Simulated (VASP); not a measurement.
Input:

```xyz
1
Lattice="-2.6664 2.6664 2.6664 2.6664 -2.6664 2.6664 2.6664 2.6664 -2.6664" Properties=species:S:1:pos:R:3 pbc="T T T"
K      0.0000     0.0000     0.0000
```

Calculation: r2SCAN meta-GGA, VASP's PBE PAW potentials (set 64) (plane waves; VASP 6.6.1). Settings: PREC = Normal, EDIFF = 1E-5, 400 eV cut-off, 11×11×11 Γ-centred mesh, first-order Methfessel-Paxton smearing of 0.10 eV, potentials K_sv.

Task: What does the run give for the energy per atom (σ→0), band gap (on the k-mesh) with the smallest direct gap where there is one?

Result: 
- band gap (on the k-mesh) = none (metal, semimetal or under 0.01 eV)
- energy per atom (σ→0) = -6.013 eV/atom

Only differences to runs with the same potentials and settings are physical.

The compound is K in the bcc structure. It was relaxed first.
